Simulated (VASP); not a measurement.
Calculation: LDA (Ceperley-Alder, Perdew-Zunger), VASP's LDA PAW potentials (set 64) (plane waves; VASP).

The input files of a VASP run:

File POSCAR:
```
Ni
1.710570
  0.0000000000   1.0000001350   1.0000001350
  1.0000001350   0.0000000000   1.0000001350
  1.0000001350   1.0000001350   0.0000000000
Ni
1
Cartesian
  0.0000000000   0.0000000000   0.0000000000
```

INCAR:
```
SYSTEM=Ni
PREC=Accurate; ENCUT=520; LREAL=F
LASPH=T
EDIFF=1E-7; NELM=100; ALGO=Normal
LMAXMIX=4
ISMEAR=1; SIGMA=0.1
ISPIN=2; MAGMOM=0.6
ISIF=2
LWAVE=F; LCHARG=F; LORBIT=10
```

File KPOINTS:
```
K-points
0
Gamma
18 18 18
```

POTCAR, in this order: Ni (LDA.64 set). Program: vasp_std.

What VASP printed:

### OSZICAR
```
       N       E                     dE             d eps       ncg     rms          rms(c)
DAV:   1     0.217245692307E+02    0.21725E+02   -0.48945E+03  7189   0.146E+03
DAV:   2    -0.728863948264E+01   -0.29013E+02   -0.28102E+02  7105   0.169E+02
DAV:   3    -0.769247511360E+01   -0.40384E+00   -0.40275E+00  8256   0.265E+01
DAV:   4    -0.769624663549E+01   -0.37715E-02   -0.37711E-02  7975   0.221E+00
DAV:   5    -0.769634294161E+01   -0.96306E-04   -0.96307E-04  8073   0.307E-01    0.111E+01
DAV:   6    -0.689098535286E+01    0.80536E+00   -0.16267E+01  7385   0.681E+01    0.555E+00
DAV:   7    -0.660583867877E+01    0.28515E+00   -0.24573E+00  7422   0.252E+01    0.218E+00
DAV:   8    -0.658371436324E+01    0.22124E-01   -0.26582E-02 10110   0.188E+00    0.943E-01
DAV:   9    -0.658134605026E+01    0.23683E-02   -0.12676E-03 10360   0.332E-01    0.269E-01
DAV:  10    -0.658067128050E+01    0.67477E-03   -0.53122E-04  9867   0.192E-01    0.396E-02
DAV:  11    -0.658067272853E+01   -0.14480E-05   -0.51829E-06  7758   0.314E-02    0.251E-02
DAV:  12    -0.658067303859E+01   -0.31006E-06   -0.53857E-06  9728   0.214E-02    0.472E-03
DAV:  13    -0.658067300242E+01    0.36174E-07   -0.45845E-07  5218   0.676E-03
   1 F= -.65806730E+01 E0= -.65807639E+01  d E =0.272692E-03  mag=     0.5999
```

File OUTCAR:
```
------------------------ aborting loop because EDIFF is reached ----------------------------------------
  FORCE on cell =-STRESS in cart. coord.  units (eV):
  Direction    XX          YY          ZZ          XY          YZ          ZX
  --------------------------------------------------------------------------------------
  Total        0.0200274      0.0200274      0.0200274     -0.0000000     -0.0000000      0.0000000
  in kB        3.2053946      3.2053946      3.2053946     -0.0000000     -0.0000000      0.0000000
  external PRESSURE =       3.2053946 kB  Pullay stress =       0.0000000 kB
  volume of cell :       10.01
      direct lattice vectors                 reciprocal lattice vectors
     0.000000000  1.710570231  1.710570231    -0.292300188  0.292300188  0.292300188
     1.710570231  0.000000000  1.710570231     0.292300188 -0.292300188  0.292300188
     1.710570231  1.710570231  0.000000000     0.292300188  0.292300188 -0.292300188
 POSITION                                       TOTAL-FORCE (eV/Angst)
 -----------------------------------------------------------------------------------
      0.00000      0.00000      0.00000         0.000000     -0.000000      0.000000
 -----------------------------------------------------------------------------------
    total drift:                                0.000000     -0.000000     -0.000000
  FREE ENERGIE OF THE ION-ELECTRON SYSTEM (eV)
  ---------------------------------------------------
  free  energy   TOTEN  =        -6.5806730024 eV

  energy  without entropy=       -6.5809456941  energy(sigma->0) =       -6.58076390

 total charge

# of ion       s       p       d       tot
------------------------------------------
    1        0.537   0.575   8.368   9.480

 magnetization (x)

# of ion       s       p       d       tot
------------------------------------------
    1       -0.004  -0.018   0.621   0.599
```
(Selected blocks of OUTCAR.)

The compound is Ni in the fcc structure. It was relaxed first, which changed the volume by -8 %.
